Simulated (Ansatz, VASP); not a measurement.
# Cross-check of SnTeS between VASP and Ansatz

Wanted: the spread between two codes on one cell, functional and k mesh. Of the first pair: The structure shown is the start of the Ansatz relaxation below; VASP solves that cell, so the two are compared at the walk's first step.

Main program and level: Ansatz 0.2.0; plane waves, with VASP 6.6.1 beside it; single point at PBE.

## (1) The structure

The cell holds 3 atoms: 1 Sn, 1 S and 1 Te. Its edges and angles: a = 3.778 Å, b = 3.866 Å, c = 30.000 Å, α = 90.0°, β = 90.0°, γ = 119.3°. Vacuum lies along c.

Coordinates:

```cif
data_structure
_symmetry_space_group_name_H-M 'P 1'
_symmetry_Int_Tables_number 1
_cell_length_a 3.7782
_cell_length_b 3.8662
_cell_length_c 30.0000
_cell_angle_alpha 90.000
_cell_angle_beta 90.000
_cell_angle_gamma 119.250
_cell_volume 382.35
loop_
_atom_site_label
_atom_site_type_symbol
_atom_site_fract_x
_atom_site_fract_y
_atom_site_fract_z
_atom_site_occupancy
Sn1 Sn 0.99866 0.99732 0.33767 1
S2 S 0.33233 0.66466 0.38535 1
Te3 Te 0.66901 0.33801 0.27364 1
```

## (2) Ansatz: relaxation, PBE

Ansatz runs on its PAW soft_1 files.

The two programs are compared at the cell with which this relaxation starts, whose forces are those of its first step.

Input file input.yaml:

```yaml
crystal:
  lattice:
    - [3.7782385046, 0.0, 0.0]
    - [-1.8891192523, 3.3732479654, 0.0]
    - [0.0, 0.0, 30.0]
  atoms:
    - { symbol: Sn, position: [-0.001338366, -0.0026767321, 0.3376721917] }
    - { symbol: S, position: [0.3323315235, 0.664663047, 0.3853500248] }
    - { symbol: Te, position: [0.6690068426, 0.3380136851, 0.2736444501] }
  periodic: [true, true, false]
kpoints:
  mp_grid: { grid: [12, 12, 1] }
hamiltonian:
  xc: pbe
  pseudopotentials: { kind: paw, azcp: { folder: soft_1 } }
scf:
  occupations: { method: methfessel_paxton, width: 0.2 }
output:
  forces: true
  stress: true
  eigenvalues: true
relax:
  adjacent_minimum: "off"
  f_tol: 0.001
  max_steps: 60
```

Launch:

```bash
$ ansatz run input.yaml --threads 8 --pin off --max-ram 16384MiB --backend cpu --events-out ev --progress --plain --runs-dir out
```

Numbers of over 12 decimals in the logs are rounded to 6 here.

Log:

```text
Warning: output.stress: scf.convergence.dr2_threshold = 1e-9 eV (the default of a walk held to its f_tol) is looser than the 3e-10 eV advised for a printed stress (1e-10 eV for each atom of the cell: 3). What an SCF threshold leaves in a stress goes as its square root, and in the free energy as the threshold itself, and one threshold admits the most on a small cell: [figures from the program's tests cut] Every solve  [...]
Engine: ansatz 0.2.0, aarch64-unknown-linux-gnu
Pseudopotentials: kind: paw
Pseudopotential: Sn, paw, valence charge 14, recommended cutoff 420 eV (normal), soft_1/Sn.paw.azcp
Pseudopotential: S, paw, valence charge 6, recommended cutoff 420 eV (normal), soft_1/S.paw.azcp
Pseudopotential: Te, paw, valence charge 16, recommended cutoff 420 eV (normal), soft_1/Te.paw.azcp
Functional definition: PBE
  parameter kappa = 0.804
  parameter beta = 0.066725
  exchange = pbe_x(kappa = kappa, mu = beta*pi^2/3)
  correlation = pbe_c(beta = beta)
Crystal: 3 atoms, lattice volume = 382.348 Å³
Basis set: ecut = 420 eV, 7521 PW (Γ), exchange–correlation on 54×54×432 points (8 copies of the dense FFT grid, shifted against one another)
Bands: 22, of which v1, the nominal top of the filled ones, is band 18 counted from 1 (17 counted from 0)
Symmetry: 2 space group operations
Space group: Cm (ITA 8), of the structure as read, at distance tolerance 7.3e-5 Å
k-points: 43 of 144 (time reversal used)
Non-local potential: Sn, projectors of the file, l = 0: 2, l = 1: 2, l = 2: 2, l = 3: 1
Non-local potential: S, projectors of the file, l = 0: 2, l = 1: 2, l = 2: 1
Non-local potential: Te, projectors of the file, l = 0: 2, l = 1: 2, l = 2: 2, l = 3: 1
PAW form: soft (Blöchl's): semilocal exchange-correlation on the pseudo side does not see the compensation charge
PAW one-centre angular grid: Sn, 590 points (default); XC on 64 Gauss nodes
PAW one-centre angular grid: S, 110 points (default); XC on 64 Gauss nodes
PAW one-centre angular grid: Te, 590 points (default); XC on 64 Gauss nodes
Initial density: superposition of atomic densities (neutral atoms: chi_scale 0, normalization atom)
Initial wavefunctions: pseudopotential atomic-orbital guess
Functional: x = pbe(κ = 0.804, μ = 0.219515), c = pbe(β = 0.066725)
SCF iter   1: F=—  HF=-13907.149670 eV  |F-HF|=—  |Δ(HF+E_count)|=         —  Δρ=1.37e-2  dr2=1.57e0  ethr=3.10e-3  ⟨swp⟩=14.7  Hψ=7840  notcnv=0
preconditioner: auto → LDOS  [metal: Δε(μ)=0.029 eV  Ē_g=8.908 eV  σ=0.200 eV  W_gap=0.12  n_scr=16 (ndim 8)  ℏωp=7.6 eV  f_vac=0.751  D(μ)=1.19/eV (n_scr^D=6)  β→1.0]
SCF iter   2: F=—  HF=-13906.937592 eV  |F-HF|=—  |Δ(HF+E_count)|=   2.12e-1  S|Δr|=    0.00e0  Δρ=8.15e-3  dr2=7.86e-1  ethr=3.10e-3  ⟨swp⟩=5.0  Hψ=2581  notcnv=0
SCF iter   3: F=—  HF=-13906.828041 eV  |F-HF|=—  |Δ(HF+E_count)|=   1.10e-1  S|Δr|=    0.00e0  Δρ=1.40e-3  dr2=1.98e-2  ethr=2.18e-3  ⟨swp⟩=2.9  Hψ=1707  notcnv=0
SCF iter   4: F=—  HF=-13906.826875 eV  |F-HF|=—  |Δ(HF+E_count)|=   1.17e-3  S|Δr|=    0.00e0  Δρ=4.17e-4  dr2=2.06e-3  ethr=5.49e-5  ⟨swp⟩=3.2  Hψ=1969  notcnv=0
SCF iter   5: F=—  HF=-13906.826655 eV  |F-HF|=—  |Δ(HF+E_count)|=   2.19e-4  S|Δr|=    0.00e0  Δρ=1.21e-4  dr2=7.25e-5  ethr=5.71e-6  ⟨swp⟩=2.8  Hψ=1704  notcnv=0
SCF iter   6: F=—  HF=-13906.826721 eV  |F-HF|=—  |Δ(HF+E_count)|=   6.55e-5  S|Δr|=    0.00e0  Δρ=3.21e-5  dr2=1.08e-5  ethr=2.01e-7  ⟨swp⟩=3.4  Hψ=2069  notcnv=0
SCF iter   7: F=—  HF=-13906.826726 eV  |F-HF|=—  |Δ(HF+E_count)|=   5.55e-6  S|Δr|=    0.00e0  Δρ=8.04e-6  dr2=4.71e-7  ethr=2.99e-8  ⟨swp⟩=2.9  Hψ=1452  notcnv=0
SCF iter   8: F=-13906.826727 eV  HF=-13906.826727 eV  |F-HF|=1.04e-7  |Δ(HF+E_count)|=   3.22e-7  S|Δr|=    0.00e0  Δρ=2.63e-6  dr2=2.71e-8  ethr=2.78e-10  ⟨swp⟩=14.2  Hψ=6505  notcnv=0
SCF 1 converged in 8 iterations: F = -13906.826727 eV  dr2 = 2.71e-8
  greatest PAW one-centre occupation: 0.998 electrons in one spin orbital (limit 2), on the Te atom at site 2 (counted from 0), in its partial waves of l = 2
relax step   1: F+E_penalty+E_count = -13906.82672678 eV  Δ(F+E_penalty+E_count) = +0.000e0 eV  max|allowed force component| = 6.993e-2 eV/Å  Δτ_max = 0.0000 Å  (8 SCF iters, dr2 threshold 1.00e-7 eV, accepted)
[...]
relax step   2: F+E_penalty+E_count = -13906.82690446 eV  Δ(F+E_penalty+E_count) = -1.777e-4 eV  max|allowed force component| = 8.734e-2 eV/Å  Δτ_max = 0.0189 Å  (5 SCF iters, dr2 threshold 3.06e-7 eV, accepted)
[...]
relax step   3: F+E_penalty+E_count = -13906.82745836 eV  Δ(F+E_penalty+E_count) = -5.539e-4 eV  max|allowed force component| = 9.700e-3 eV/Å  Δτ_max = 0.0083 Å  (4 SCF iters, dr2 threshold 4.77e-7 eV, accepted)
[...]
relax step   4: F+E_penalty+E_count = -13906.82747520 eV  Δ(F+E_penalty+E_count) = -1.684e-5 eV  max|allowed force component| = 6.382e-3 eV/Å  Δτ_max = 0.0014 Å  (4 SCF iters, dr2 threshold 5.88e-9 eV, accepted)
[...]
relax step   5: F+E_penalty+E_count = -13906.82748210 eV  Δ(F+E_penalty+E_count) = -6.901e-6 eV  max|allowed force component| = 8.096e-4 eV/Å  Δτ_max = 0.0013 Å  (5 SCF iters, dr2 threshold 2.55e-9 eV, accepted)
[...]
relax step   6: F+E_penalty+E_count = -13906.82748210 eV  Δ(F+E_penalty+E_count) = +7.822e-11 eV  max|allowed force component| = 8.048e-4 eV/Å  Δτ_max = 0.0000 Å  (2 SCF iters, accepted)
SCF converged after 2 iterations
Stability not checked: this state was not tested for a lower state beside it, because cold or Methfessel-Paxton smearing, or corrected tetrahedra, fill the levels in a way that the test cannot read (fill_not_monotonic; see scf.lower_state_search)
Free energy (F): -13906.827482 eV
Harris-Foulkes:  -13906.827482 eV  (|F-HF|=5.88e-10)
Internal energy: -13906.827727 eV  (E = F + TS)
E sigma→0 (E₀):  -13906.827543 eV
Entropy (-TS):   0.000245 eV (0.082 meV/atom)
Fermi energy:    -5.084805 eV
--- Per-component energies (eV) ---
  E_band       = -854.618287
  E_kinetic    = 444.269702
  E_local      = -57263.794274  (includes V_loc(G=0)·N_el)
  E_nonlocal   = 245.358576
  E_hartree    = 28356.594816
  E_xc         = -335.624956
  E_vxc        = -262.793968  (∫ρ·V_xc dr)
  E_paw        = -9650.426012  (= ΣΔE_a)
  E_vpaw       = -730.849006  (= ΣTr[D̂ρ^β])
  E_aug_tail   = 0.000388  (compensation charges beyond the density's cutoff)
  E_ewald      = 24296.794033
  E_smearing   = 0.000245  (= −TS)
  E_closure    = 0.000000  (closes the sum)
  Σ components = -13906.827482   (vs F -13906.827482, Δ=0.00e0)
--- Forces (eV/Å), atoms counted from 1 ---
  atom   1  Sn     0.00000000    -0.00076460     0.00043443
  atom   2  S      0.00000000     0.00080351    -0.00027055
  atom   3  Te     0.00000000    -0.00004282    -0.00016214
  max |Σ_I F_I| component: 3.90e-6 eV/Å
--- 2D stress c σ (N/m, compression-positive) ---
        1.214840       0.000000       0.000000
        0.000000       0.755918       0.000000
        0.000000       0.000000       0.000000
  P = ½ c Tr σ = 0.9854 N/m
--- Band table (eV; the first three rows and the last of 43) ---
  k-point 0: bands = [... 14 lower, -7.0254, -6.9370, -4.9200, -4.6149, -4.5601, -2.1033 (-2.1033°), -1.4378, -1.2607]
  k-point 1: bands = [... 14 lower, -7.2081, -7.0260, -5.5247, -4.7073, -4.2279, -1.7775 (-1.7775°), -1.5541, -1.1119]
  k-point 2: bands = [... 14 lower, -7.2533, -7.1839, -6.5395, -4.9291, -3.9065, -2.0439, -0.9413, -0.7785]
  k-point 42: bands = [... 14 lower, -9.2033, -8.2033, -7.2065, -6.4618, -4.4083, -1.5584, -0.9340, -0.3735]
  ° read free of the cell's end (the report's vacuum.weakly_bound_levels)
--- Relaxed structure (6 steps of the walk, 6 accepted, 0 SCFs on fresh bases) ---
  F+E_penalty+E_count = -13906.82748210 eV   max|allowed force component| = 8.048e-4 eV/Å
  cell:  # Å, volume = 382.3481 Å³
    - [3.7782385046, 0.0, 0.0]
    - [-1.8891192523, 3.3732479654, 0.0]
    - [0.0, 0.0, 30.0]
  atoms:
    - { symbol: Sn, position: [-0.00208054, -0.00416108, 0.337770] }
    - { symbol: S, position: [0.331729, 0.663459, 0.385599] }
    - { symbol: Te, position: [0.670351, 0.340702, 0.273298] }
```

Reading the cycles: dr2 is the Hartree energy of the density residual (eV), the measure of convergence; HF is the Harris–Foulkes estimate of the energy, which meets the free energy F at convergence.

## (3) VASP: single point, PBE, start cell, pair 1

The same cell, functional, mesh and smearing now go to VASP, with its own data sets.

Lines of VASP's logs that name or quote its potential files are left out, and so is its time.

Input file INCAR:

```
SYSTEM = SnTeS
PREC = Accurate
ENCUT = 400
EDIFF = 1E-06
NELM = 120
ISMEAR = 1
SIGMA = 0.2
LREAL = .FALSE.
ALGO = Normal
GGA = PE
NBANDS = 19
LORBIT = 11
LWAVE = .FALSE.
LCHARG = .FALSE.
ISIF = 2
LDIPOL = .TRUE.
IDIPOL = 3
DIPOL = 0.5 0.5 0.332
LVHAR = .TRUE.
LASPH = .TRUE.
GGA_COMPAT = .FALSE.
NELMDL = -8
KPAR = 2
```

Input file POSCAR:

```
SnTeS
1.0
    3.7782385046      0.0000000000      0.0000000000
   -1.8891192523      3.3732479654      0.0000000000
    0.0000000000      0.0000000000     30.0000000000
Sn S Te
1 1 1
Direct
    0.9986616756      0.9973233512      0.3376722000
    0.3323314833      0.6646629667      0.3853500333
    0.6690068462      0.3380136924      0.2736444667
```

Input file KPOINTS:

```
Automatic mesh
0
Gamma
12 12 1
0 0 0
```

PAW data sets: Sn_d, S and Te (PBE family, release 64).

Launch:

```bash
$ mpirun -np 2 vasp_std
```

Log:

```text
[banner, memory and clock lines left out]
running    2 mpi-ranks, on    1 nodes
 distrk:  each k-point on    1 cores,    2 groups
 distr:  one band on    1 cores,    1 groups

 POSCAR found type information on POSCAR SnS Te
 POSCAR found :  3 types and       3 ions
 LDA part: xc-table for (Slater+PW92), standard interpolation
 POSCAR, INCAR and KPOINTS ok, starting setup
 FFT: planning ... GRIDC
 FFT: planning ... GRID_SOFT
 FFT: planning ... GRID
 WAVECAR not read
 entering main loop
       N       E                     dE             d eps       ncg     rms          rms(c)
DAV:   1     0.159255304639E+03    0.15926E+03   -0.93201E+03  1978   0.836E+02
DAV:   2     0.580455430007E+01   -0.15345E+03   -0.15005E+03  2198   0.207E+02
DAV:   3    -0.113186602845E+02   -0.17123E+02   -0.17041E+02  2123   0.801E+01
DAV:   4    -0.118299941215E+02   -0.51133E+00   -0.51029E+00  2406   0.167E+01
DAV:   5    -0.118409606963E+02   -0.10967E-01   -0.10966E-01  2507   0.215E+00
DAV:   6    -0.118410712534E+02   -0.11056E-03   -0.11056E-03  2396   0.198E-01
DAV:   7    -0.118410763105E+02   -0.50570E-05   -0.50572E-05  2546   0.375E-02
DAV:   8    -0.118410763812E+02   -0.70742E-07   -0.70640E-07  2135   0.469E-03    0.758E+00
DAV:   9    -0.115402766718E+02    0.30080E+00   -0.14439E+00  2291   0.809E+00    0.493E+00
DAV:  10    -0.115639423629E+02   -0.23666E-01   -0.10760E+00  1972   0.511E+00    0.183E+00
DAV:  11    -0.115212513585E+02    0.42691E-01   -0.50157E-01  1894   0.293E+00    0.490E-01
DAV:  12    -0.115186020530E+02    0.26493E-02   -0.28373E-02  2078   0.112E+00    0.398E-01
DAV:  13    -0.115187283295E+02   -0.12628E-03   -0.55964E-03  2270   0.360E-01    0.272E-01
DAV:  14    -0.115186267094E+02    0.10162E-03   -0.34759E-03  2177   0.276E-01    0.148E-01
[...]
DAV:  20    -0.115186962503E+02   -0.63624E-04   -0.84204E-06  1727   0.976E-03    0.557E-03
DAV:  21    -0.115187152177E+02   -0.18967E-04   -0.98144E-07  1794   0.529E-03    0.433E-03
DAV:  22    -0.115187372562E+02   -0.22039E-04   -0.10392E-06  1559   0.402E-03    0.314E-03
DAV:  23    -0.115187397237E+02   -0.24674E-05   -0.21282E-07  1896   0.181E-03    0.289E-03
DAV:  24    -0.115187469066E+02   -0.71829E-05   -0.22120E-07  1670   0.250E-03    0.116E-03
DAV:  25    -0.115187487136E+02   -0.18070E-05   -0.24771E-08  1820   0.796E-04    0.148E-03
DAV:  26    -0.115187502487E+02   -0.15351E-05   -0.10130E-08  1565   0.367E-04    0.525E-04
DAV:  27    -0.115187510310E+02   -0.78228E-06   -0.15364E-08  1696   0.374E-04
   1 F= -.11518751E+02 E0= -.11518679E+02  d E =-.217546E-03
```

OUTCAR, selected parts (step 3):

```text
ion  position               nearest neighbor table
   1  0.999  0.997  0.338-   2 2.62   2 2.62   2 2.67   3 2.93   3 2.93   3 2.94
   2  0.332  0.665  0.385-   1 2.62   1 2.62   1 2.67
   3  0.669  0.338  0.274-   1 2.93   1 2.93   1 2.94

  LATTYP: Found a base centered orthorhombic cell.
 ALAT       =     3.7782385046
 B/A-ratio  =     1.7856193892
 C/A-ratio  =     7.9402081058

 Subroutine GETGRP returns: Found  2 space group operations
 (whereof  2 operations were pure point group operations)

The static configuration has the point symmetry C_1h.

 Found     43 irreducible k-points:

   k-points           NKPTS =     43   k-points in BZ     NKDIM =     43   number of bands    NBANDS=     19

   dimension x,y,z NGX =    28 NGY =   28 NGZ =  196
   dimension x,y,z NGXF=    56 NGYF=   56 NGZF=  392

   ENCUT  =  400.0 eV  29.40 Ry    5.42 a.u.   6.16  6.30 48.92*2*pi/ulx,y,z

   NELECT =      26.0000    total number of electrons

 k-points in reciprocal lattice and weights: Automatic mesh
   0.00000000  0.00000000  0.00000000       0.007
   0.08333333 -0.00000000  0.00000000       0.028
   0.16666667  0.00000000  0.00000000       0.028
   0.25000000 -0.00000000  0.00000000       0.028
   0.33333333 -0.00000000  0.00000000       0.028
   0.41666667 -0.00000000  0.00000000       0.028
   0.50000000 -0.00000000  0.00000000       0.014
   0.00000000  0.08333333  0.00000000       0.014
   0.08333333  0.08333333  0.00000000       0.028
[...]
0.16666667  0.41666667  0.00000000       0.014
   0.00000000  0.50000000  0.00000000       0.007

 dipolmoment           0.000000      0.000000      0.048154 electrons x Angstroem

 average (electrostatic) potential at core
       1-110.2029       2 -94.4178       3 -96.9206

 E-fermi :  -2.7136

 k-point     1 :       0.0000    0.0000    0.0000
  band No.  band energies     occupation
    ...
      7     -14.5989      2.00000
      8      -9.0529      2.00000
      9      -4.9028      2.00000
     10      -4.6630      2.00000
     11      -4.5764      2.00000
     12      -2.5498      0.01052
     13      -2.2742     -0.00805
     14      -2.1730     -0.00089
     15       0.2593     -0.00000
     16       0.9226     -0.00000
    ...

 k-point     2 :       0.0833   -0.0000    0.0000
  band No.  band energies     occupation
    ...
      8      -9.0495      2.00000
      9      -5.0354      2.00000
     10      -4.8669      2.00000
     11      -4.7314      2.00000
     12      -3.0314      2.04714
     13      -2.5548      0.02310
     14      -1.8219     -0.00000
     15       0.4493     -0.00000
     16       1.0130     -0.00000
     17       1.1447     -0.00000
    ...

 k-point     3 :       0.1667    0.0000    0.0000
  band No.  band energies     occupation
    ...
      9      -5.8412      2.00000
     10      -5.0408      2.00000
     11      -4.7509      2.00000
     12      -4.1043      2.00000
     13      -2.8026      1.67710
     14      -1.5516     -0.00000
     15       0.2552     -0.00000
     16       1.3824      0.00000
     17       1.5799      0.00000
     18       2.1990      0.00000
    ...

  Total        1.0810915      0.6453934      0.2008468      0.0000000     -0.0544804      0.0000000
  in kB        4.5301662      2.7044327      0.8416212      0.0000000     -0.2282925      0.0000000
  external PRESSURE =       2.6920734 kB  Pullay stress =       0.0000000 kB

  energy-cutoff  :      400.00
  volume of cell :      382.35
      direct lattice vectors                 reciprocal lattice vectors
     3.778238505  0.000000000  0.000000000     0.264673604  0.148225095  0.000000000
    -1.889119252  3.373247965  0.000000000     0.000000000  0.296450190  0.000000000
     0.000000000  0.000000000 30.000000000     0.000000000  0.000000000  0.033333333

 POSITION                                       TOTAL-FORCE (eV/Angst)
 -----------------------------------------------------------------------------------
      1.88912      3.36422     10.13017         0.000000     -0.022743      0.024999
     -0.00000      2.24207     11.56050         0.000000     -0.003221      0.052422
      1.88912      1.14020      8.20933        -0.000000      0.025964     -0.077421
 -----------------------------------------------------------------------------------
    total drift:                               -0.000000      0.000504     -0.001750

  FREE ENERGIE OF THE ION-ELECTRON SYSTEM (eV)
  ---------------------------------------------------
  free  energy   TOTEN  =       -11.5187510310 eV

  energy  without entropy=      -11.5185334853  energy(sigma->0) =      -11.51867852

 vacuum level on the upper side and lower side of the slab         2.713         2.029

 total charge
# of ion       s       p       d       tot
------------------------------------------
    1        1.105   0.970  10.080  12.154
    2        1.365   2.296   0.000   3.662
    3        1.403   1.944   0.030   3.377
--------------------------------------------------
tot          3.873   5.210  10.109  19.193

[... 3 further parts left out ...]
```

The run ends at a pressure of 0.27 GPa, with forces up to 0.082 eV/Å.

## (4) Differences

Known differences besides the potentials themselves: Ansatz cuts the interaction across the vacuum, VASP repeats the sheet with a dipole correction; the data sets hold 36 valence electrons in Ansatz (on its PAW soft_1 files) and 26 in VASP; the cutoff is 420 eV in Ansatz and 400 eV in VASP. Total energies have different zeros and are not compared.

Forces (eV/Å; atoms numbered as in POSCAR):

```
atom        Ansatz x, y, z          VASP x, y, z
 Sn1  0.000, -0.021, 0.020  0.000, -0.023, 0.025
  S2  0.000, -0.005, 0.050  0.000, -0.003, 0.052
 Te3  0.000, 0.026, -0.070  0.000, 0.026, -0.077
```

The forces differ by 3.2 meV/Å r.m.s., which is 9.3 % of the r.m.s. force of 0.034 eV/Å (both taken over all components). With vacuum in the cell, a pressure given here is an average over mostly empty space and none of the material.

## (5) Ansatz: relaxation, PBE

This run makes the geometry at which the two programs are then compared.

The structure compared here is the end of the Ansatz relaxation.

input.yaml is that of step 2.

Launch:

```bash
$ ansatz run input.yaml --threads 8 --pin off --max-ram 16384MiB --backend cpu --events-out ev --progress --plain --runs-dir out
```

Log:

```text
[...]
Crystal: 3 atoms, lattice volume = 382.348 Å³
Basis set: ecut = 420 eV, 7521 PW (Γ), exchange–correlation on 54×54×432 points (8 copies of the dense FFT grid, shifted against one another)
Bands: 22, of which v1, the nominal top of the filled ones, is band 18 counted from 1 (17 counted from 0)
Symmetry: 2 space group operations
[...]
--- Relaxed structure (6 steps of the walk, 6 accepted, 0 SCFs on fresh bases) ---
  F+E_penalty+E_count = -13906.82748210 eV   max|allowed force component| = 8.048e-4 eV/Å
  cell:  # Å, volume = 382.3481 Å³
    - [3.7782385046, 0.0, 0.0]
    - [-1.8891192523, 3.3732479654, 0.0]
    - [0.0, 0.0, 30.0]
  atoms:
    - { symbol: Sn, position: [-0.00208054, -0.00416108, 0.337770] }
    - { symbol: S, position: [0.331729, 0.663459, 0.385599] }
    - { symbol: Te, position: [0.670351, 0.340702, 0.273298] }
[key lines of the parts left out:]
SCF converged after 2 iterations
Free energy (F): -13906.827482 eV
Fermi energy:    -5.084805 eV
P = ½ c Tr σ = 0.9854 N/m
```

[end of part 1 of 2]

[Lines on the potential files, build, host, timing and source positions are cut from VASP's logs without a mark.]

[Logs are printed without paths, hosts, clocks, repeated set-up lines and the standing remarks that a program may print on its own settings, such as how far it seeks lower states.]

[Hosts, paths, dates, database ids (printed as entryN), source tags and the programs' standing remarks are cut or masked in the printed files.]
